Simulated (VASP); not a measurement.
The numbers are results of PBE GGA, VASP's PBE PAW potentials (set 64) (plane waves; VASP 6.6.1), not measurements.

A VASP calculation is set up with these files.

File POSCAR:
```
Ga
1
    2.2528031505    -3.8735434889    -0.0000000000
    2.2528031505     3.8735434889     0.0000000000
    0.0000000000    -0.0000000000     4.6169924133
Ga
4
Direct
  0.1557018483   0.8442981517   0.9181997463
  0.3442981517   0.6557018483   0.4181997463
  0.6557018483   0.3442981517   0.5818002537
  0.8442981517   0.1557018483   0.0818002537
```

KPOINTS:
```
K-points
0
gamma
  8 8 6
```

**INCAR**
```
SYSTEM  =  Ga
PREC  =  Accurate; ENCUT  =  480; LREAL  =  .FALSE.
LASPH  =  .TRUE.
EDIFF  =  1E-7; NELM  =  100; ALGO  =  Normal
LMAXMIX  =  4
ISMEAR  =  1; SIGMA  =  0.1
GGA  =  PE
ISIF  =  2
LWAVE  =  .FALSE.; LCHARG  =  .FALSE.
```

POTCAR, in this order: Ga_d (PBE.64 set). Program: vasp_std.

Output

File OUTCAR:
```
 ion  position               nearest neighbor table
   1  0.156  0.844  0.918-   4 2.53   2 2.73   2 2.73   3 2.74   3 2.74   4 2.79   4 2.79
   2  0.344  0.656  0.418-   3 2.53   1 2.73   1 2.73   4 2.74   4 2.74   3 2.79   3 2.79
   3  0.656  0.344  0.582-   2 2.53   4 2.73   4 2.73   1 2.74   1 2.74   2 2.79   2 2.79
   4  0.844  0.156  0.082-   1 2.53   3 2.73   3 2.73   2 2.74   2 2.74   1 2.79   1 2.79
  LATTYP: Found a base centered orthorhombic cell.
 ALAT       =     4.5056063010
 B/A-ratio  =     1.7194327378
 C/A-ratio  =     1.0247216700
 Subroutine PRICEL returns:
 Original cell was already a primitive cell.
 Subroutine GETGRP returns: Found  8 space group operations
The static configuration has the point symmetry C_2h.
 The point group associated with its full space group is D_2h.
The dynamic configuration has the point symmetry C_2h.
 Subroutine INISYM returns: Found  8 space group operations
 Subroutine IBZKPT returns following result:
 Found     84 irreducible k-points:

 Following reciprocal coordinates:
            Coordinates               Weight
  0.000000  0.000000  0.000000      1.000000
  0.125000 -0.000000  0.000000      4.000000
  0.250000 -0.000000  0.000000      4.000000
  0.375000 -0.000000  0.000000      4.000000
...
```

### OSZICAR
```
       N       E                     dE             d eps       ncg     rms          rms(c)
DAV:   1     0.340594293993E+03    0.34059E+03   -0.25205E+04  5285   0.300E+03
DAV:   2     0.271686426108E+02   -0.31343E+03   -0.30863E+03  5404   0.538E+02
DAV:   3    -0.106171264032E+02   -0.37786E+02   -0.37353E+02  5915   0.148E+02
DAV:   4    -0.116753426939E+02   -0.10582E+01   -0.10446E+01  5829   0.289E+01
DAV:   5    -0.116983742324E+02   -0.23032E-01   -0.23022E-01  6220   0.429E+00    0.241E+00
DAV:   6    -0.116256065065E+02    0.72768E-01   -0.20304E-01  6218   0.629E+00    0.133E+00
DAV:   7    -0.116126139328E+02    0.12993E-01   -0.59274E-02  6971   0.272E+00    0.304E-01
DAV:   8    -0.116117438056E+02    0.87013E-03   -0.13806E-02  5726   0.138E+00    0.468E-02
DAV:   9    -0.116119022641E+02   -0.15846E-03   -0.97126E-04  5942   0.344E-01    0.250E-02
DAV:  10    -0.116119153753E+02   -0.13111E-04   -0.21748E-04  6107   0.167E-01    0.540E-03
DAV:  11    -0.116119161311E+02   -0.75579E-06   -0.36242E-05  6070   0.747E-02    0.417E-03
DAV:  12    -0.116119159580E+02    0.17307E-06   -0.74367E-06  6103   0.308E-02    0.466E-04
DAV:  13    -0.116119160860E+02   -0.12791E-06   -0.84993E-07  6738   0.732E-03    0.455E-04
DAV:  14    -0.116119160095E+02    0.76450E-07   -0.42056E-08  3367   0.170E-03
   1 F= -.11611916E+02 E0= -.11611886E+02  d E =-.913155E-04
```

File OUTCAR:
```
------------------------ aborting loop because EDIFF is reached ----------------------------------------
  FORCE on cell =-STRESS in cart. coord.  units (eV):
  Direction    XX          YY          ZZ          XY          YZ          ZX
  --------------------------------------------------------------------------------------
  Total        0.2842151      0.2706330      0.1376074      0.0000000      0.0000000      0.0000000
  in kB        5.6511501      5.3810939      2.7360967      0.0000000      0.0000000      0.0000000
  external PRESSURE =       4.5894469 kB  Pullay stress =       0.0000000 kB
  volume of cell :       80.58
      direct lattice vectors                 reciprocal lattice vectors
     2.252803151 -3.873543489  0.000000000     0.221945712 -0.129080776  0.000000000
     2.252803151  3.873543489  0.000000000     0.221945712  0.129080776  0.000000000
     0.000000000  0.000000000  4.616992413     0.000000000  0.000000000  0.216591216
 POSITION                                       TOTAL-FORCE (eV/Angst)
 -----------------------------------------------------------------------------------
      2.25280      2.66731      4.23932         0.000000     -0.000266     -0.002162
      2.25280      1.20624      1.93083         0.000000      0.000266     -0.002162
      2.25280     -1.20624      2.68617         0.000000     -0.000266      0.002162
      2.25280     -2.66731      0.37767         0.000000      0.000266      0.002162
 -----------------------------------------------------------------------------------
    total drift:                               -0.000000     -0.000000      0.000000
  FREE ENERGIE OF THE ION-ELECTRON SYSTEM (eV)
  ---------------------------------------------------
  free  energy   TOTEN  =       -11.6119160095 eV

  energy  without entropy=      -11.6118246940  energy(sigma->0) =      -11.61188557
```
(Selected blocks of OUTCAR.)

**OUTCAR**
```
 val. band max:        4.8500253132   @ k =   0.1250  -0.0000   0.1667

 cond. band min:       4.8694099238   @ k =   0.2500   0.2500   0.0000


 Fermi energy:         4.8586853062

 k-point     1 :       0.0000    0.0000    0.0000
  band No.  band energies     occupation
      1     -10.3264      2.00000
      2     -10.3108      2.00000
      3     -10.2760      2.00000
      4     -10.2662      2.00000
      5     -10.2606      2.00000
      6     -10.2292      2.00000
      7     -10.1743      2.00000
      8     -10.1278      2.00000
      9     -10.0943      2.00000
     10     -10.0796      2.00000
     11     -10.0787      2.00000
     12     -10.0750      2.00000
     13     -10.0565      2.00000
     14     -10.0295      2.00000
     15     -10.0008      2.00000
     16      -9.9530      2.00000
     17      -9.9066      2.00000
     18      -9.9057      2.00000
     19      -9.8714      2.00000
     20      -9.8053      2.00000
     21      -6.0506      2.00000
     22       0.4604      2.00000
     23       0.9952      2.00000
     24       3.1972      2.00000
     25       3.2299      2.00000
     26       4.0655      2.00000
     27       5.6493     -0.00000
     28       5.8023     -0.00000
     29       5.9923     -0.00000
     30       9.7668      0.00000
     31       9.9854      0.00000

 k-point     2 :       0.1250   -0.0000    0.0000
  band No.  band energies     occupation
      1     -10.3279      2.00000
      2     -10.3047      2.00000
      3     -10.2815      2.00000
      4     -10.2723      2.00000
      5     -10.2494      2.00000
      6     -10.2248      2.00000
      7     -10.1778      2.00000
      8     -10.1581      2.00000
      9     -10.1019      2.00000
     10     -10.0993      2.00000
     11     -10.0549      2.00000
     12     -10.0543      2.00000
     13     -10.0505      2.00000
     14     -10.0262      2.00000
     15      -9.9943      2.00000
     16      -9.9442      2.00000
     17      -9.9125      2.00000
...
```

The compound is Ga in the alpha structure. It was relaxed first.
